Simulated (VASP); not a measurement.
Output of a VASP run:

OUTCAR:
```
 ion  position               nearest neighbor table
   1  0.500  0.500  0.500-   3 1.77   4 1.77   3 1.77   4 1.77   5 1.82   6 1.82
   2  0.000  0.000  0.000-   5 1.77   6 1.77   5 1.77   6 1.77   3 1.82   4 1.82
   3  0.694  0.694  0.000-   1 1.77   1 1.77   2 1.82
   4  0.306  0.306  0.000-   1 1.77   1 1.77   2 1.82
   5  0.806  0.194  0.500-   2 1.77   2 1.77   1 1.82
   6  0.194  0.806  0.500-   2 1.77   2 1.77   1 1.82
  LATTYP: Found a simple tetragonal cell.
 ALAT       =     4.1963867081
 C/A-ratio  =     0.6386207108
 Subroutine PRICEL returns:
 Original cell was already a primitive cell.
 Subroutine GETGRP returns: Found 16 space group operations
The static configuration has the point symmetry D_2h.
 The point group associated with its full space group is D_4h.
The dynamic configuration has the point symmetry D_2h.
 Subroutine INISYM returns: Found 16 space group operations
 Subroutine IBZKPT returns following result:
 Found     24 irreducible k-points:

 Following reciprocal coordinates:
            Coordinates               Weight
  0.000000  0.000000  0.000000      1.000000
  0.200000  0.000000  0.000000      4.000000
  0.400000  0.000000  0.000000      4.000000
  0.200000  0.200000  0.000000      4.000000
  0.400000  0.200000  0.000000      8.000000
  0.400000  0.400000  0.000000      4.000000
  0.000000  0.000000  0.142857      2.000000
  0.200000  0.000000  0.142857      8.000000
  0.400000  0.000000  0.142857      8.000000
  0.200000  0.200000  0.142857      8.000000
  0.400000  0.200000  0.142857     16.000000
  0.400000  0.400000  0.142857      8.000000
  0.000000  0.000000  0.285714      2.000000
  0.200000  0.000000  0.285714      8.000000
  0.400000  0.000000  0.285714      8.000000
  0.200000  0.200000  0.285714      8.000000
  0.400000  0.200000  0.285714     16.000000
  0.400000  0.400000  0.285714      8.000000
  0.000000  0.000000  0.428571      2.000000
  0.200000  0.000000  0.428571      8.000000
  0.400000  0.000000  0.428571      8.000000
  0.200000  0.200000  0.428571      8.000000
  0.400000  0.200000  0.428571     16.000000
  0.400000  0.400000  0.428571      8.000000
   k-points           NKPTS =     24   k-points in BZ     NKDIM =     24   number of bands    NBANDS=     20
   number of dos      NEDOS =    301   number of ions     NIONS =      6
   total plane-waves  NPLWV =  20480
   dimension x,y,z NGX =    32 NGY =   32 NGZ =   20
   dimension x,y,z NGXF=    64 NGYF=   64 NGZF=   40
   ions per type =               2   4
   PREC   = accura    normal or accurate (medium, high low for compatibility)
   ISTART =      0    job   : 0-new  1-cont  2-samecut
   ICHARG =      2    charge: 1-file 2-atom 10-const
   ISPIN  =      1    spin polarized calculation?
   LNONCOLLINEAR =      F non collinear calculations
   LSORBIT =      F    spin-orbit coupling
   INIWAV =      1    electr: 0-lowe 1-rand  2-diag
   ENCUT  =  520.0 eV  38.22 Ry    6.18 a.u.   7.80  7.80  4.98*2*pi/ulx,y,z
   NELM   =    100;   NELMIN=  2; NELMDL= -5     # of ELM steps
   EDIFF  = 0.1E-05   stopping-criterion for ELM
   LREAL  =      F    real-space projection
   NLSPLINE    = F    spline interpolate recip. space projectors
   LMAXMIX     =    2 max onsite mixed and CHGCAR
   VOSKOWN=      0    Vosko Wilk Nusair interpolation
   EDIFFG = -.2E-01   stopping-criterion for IOM
   NSW    =     60    number of steps for IOM
   NBLOCK =      1;   KBLOCK =     60    inner block; outer block
   IBRION =      2    ionic relax: 0-MD 1-quasi-New 2-CG
   NFREE  =      1    steps in history (QN), initial steepest desc. (CG)
   ISIF   =      3    stress and relaxation
   ISYM   =      2    0-nonsym 1-usesym 2-fastsym
   TEIN   =    0.0    initial temperature
   TEBEG  =    0.0;   TEEND  =   0.0 temperature during run
   SMASS  =  -3.00    Nose mass-parameter (am)
   PSTRESS=    0.0 pullay stress
   NELECT =      32.0000    total number of electrons
   EFERMI =   0.00;   METHOD = LEGACY
   ISMEAR =     0;   SIGMA  =   0.05  broadening in eV -4-tet -1-fermi 0-gaus
...
```

File OSZICAR:
```
       N       E                     dE             d eps       ncg     rms          rms(c)
DAV:   1     0.165198561764E+03    0.16520E+03   -0.18100E+04   960   0.154E+03
DAV:   2    -0.455702732525E+02   -0.21077E+03   -0.20103E+03  1284   0.324E+02
DAV:   3    -0.531120860533E+02   -0.75418E+01   -0.75164E+01  1144   0.654E+01
DAV:   4    -0.531733546537E+02   -0.61269E-01   -0.61190E-01  1136   0.670E+00
DAV:   5    -0.531740223073E+02   -0.66765E-03   -0.66758E-03  1112   0.684E-01    0.168E+01
DAV:   6    -0.490203933563E+02    0.41536E+01   -0.16235E+01  1080   0.283E+01    0.795E+00
DAV:   7    -0.489935741107E+02    0.26819E-01   -0.47138E-01  1136   0.476E+00    0.297E+00
DAV:   8    -0.489852107664E+02    0.83633E-02   -0.16534E-02  1088   0.136E+00    0.100E+00
DAV:   9    -0.489855537473E+02   -0.34298E-03   -0.46118E-03  1116   0.742E-01    0.265E-01
DAV:  10    -0.489856618346E+02   -0.10809E-03   -0.43888E-04  1120   0.179E-01    0.400E-02
DAV:  11    -0.489856356198E+02    0.26215E-04   -0.10889E-04  1116   0.802E-02    0.817E-03
DAV:  12    -0.489856358884E+02   -0.26863E-06   -0.73801E-06  1088   0.200E-02
   1 F= -.48985636E+02 E0= -.48985636E+02  d E =-.489856E+02
       N       E                     dE             d eps       ncg     rms          rms(c)
DAV:   1    -0.489862270804E+02   -0.59146E-03   -0.37118E-02  1048   0.171E+00    0.164E-01
DAV:   2    -0.489858579104E+02    0.36917E-03   -0.78625E-04  1112   0.230E-01    0.748E-02
DAV:   3    -0.489857637356E+02    0.94175E-04   -0.13092E-04  1108   0.911E-02    0.247E-02
DAV:   4    -0.489857514033E+02    0.12332E-04   -0.31568E-05  1140   0.469E-02    0.569E-03
DAV:   5    -0.489857508403E+02    0.56297E-06   -0.36830E-06  1012   0.146E-02
   2 F= -.48985751E+02 E0= -.48985751E+02  d E =-.114952E-03
       N       E                     dE             d eps       ncg     rms          rms(c)
DAV:   1    -0.489858416591E+02   -0.90256E-04   -0.42643E-03  1052   0.580E-01    0.556E-02
DAV:   2    -0.489858001565E+02    0.41503E-04   -0.89781E-05  1116   0.778E-02    0.255E-02
DAV:   3    -0.489857894222E+02    0.10734E-04   -0.14890E-05  1100   0.308E-02    0.839E-03
DAV:   4    -0.489857880448E+02    0.13774E-05   -0.35277E-06  1008   0.158E-02    0.185E-03
DAV:   5    -0.489857880545E+02   -0.97202E-08   -0.36585E-07   564   0.488E-03
   3 F= -.48985788E+02 E0= -.48985788E+02  d E =-.152166E-03
```

**OUTCAR**
```
------------------------ aborting loop because EDIFF is reached ----------------------------------------
  FORCE on cell =-STRESS in cart. coord.  units (eV):
  Direction    XX          YY          ZZ          XY          YZ          ZX
  --------------------------------------------------------------------------------------
  Total       -0.0576788     -0.0576788     -0.0145926      0.0000000      0.0000000      0.0000000
  in kB       -1.9567431     -1.9567431     -0.4950496      0.0000000      0.0000000      0.0000000
  external PRESSURE =      -1.4695120 kB  Pullay stress =       0.0000000 kB
  volume of cell :       47.23
      direct lattice vectors                 reciprocal lattice vectors
     4.195452064 -0.000000000  0.000000000     0.238353337  0.000000000  0.000000000
     0.000000000  4.195452064  0.000000000     0.000000000  0.238353337  0.000000000
     0.000000000  0.000000000  2.683091574     0.000000000  0.000000000  0.372704387
 POSITION                                       TOTAL-FORCE (eV/Angst)
 -----------------------------------------------------------------------------------
      2.09773      2.09773      1.34155         0.000000      0.000000      0.000000
      0.00000      0.00000      0.00000         0.000000      0.000000      0.000000
      2.91198      2.91198      0.00000         0.001886      0.001886      0.000000
      1.28347      1.28347      0.00000        -0.001886     -0.001886      0.000000
      3.38120      0.81425      1.34155        -0.001886      0.001886      0.000000
      0.81425      3.38120      1.34155         0.001886     -0.001886      0.000000
 -----------------------------------------------------------------------------------
    total drift:                                0.000000     -0.000000     -0.000000
  FREE ENERGIE OF THE ION-ELECTRON SYSTEM (eV)
  ---------------------------------------------------
  free  energy   TOTEN  =       -48.9857880545 eV

  energy  without entropy=      -48.9857880545  energy(sigma->0) =      -48.98578805

 reached required accuracy - stopping structural energy minimisation
```
(Selected blocks of OUTCAR.)

POSCAR:
```
SiO2
1
    4.1963867081     0.0000000000     0.0000000000
   -0.0000000000     4.1963867081     0.0000000000
    0.0000000000     0.0000000000     2.6798994623
Si O
2 4
Direct
  0.5000000000   0.5000000000   0.5000000000
  1.0000000000   1.0000000000   0.0000000000
  0.6941562602   0.6941562602   0.0000000000
  0.3058437398   0.3058437398   1.0000000000
  0.8058437398   0.1941562602   0.5000000000
  0.1941562602   0.8058437398   0.5000000000
```

Task: Reconstruct the remaining input files.

Result: Several could match; the one computed here: the input of the run itself, PBEsol GGA, plane waves, VASP's PBE PAW potentials (set 64).

### INCAR
```
SYSTEM = SiO2
PREC = Accurate
ENCUT = 520
EDIFF = 1E-6
NELM = 100
ALGO = Normal
LREAL = .FALSE.
LASPH = .TRUE.
ISMEAR = 0
SIGMA = 0.05
GGA = PS
LWAVE = .FALSE.
LCHARG = .FALSE.
IBRION = 2
ISIF = 3
NSW = 60
EDIFFG = -0.02
```

**KPOINTS**
```
kpoints
0
Gamma
 5 5 7
0 0 0
```

POTCAR, in this order: Si O (PBE.64 set). Program: vasp_std.

The structure comes from a computed database's SiO2 entry (P4_2/mnm); how it stands against other phases isn't given here. This run relaxes it. Symmetry was kept, so distortions that lower it aren't found. The start is the result of an earlier pass.
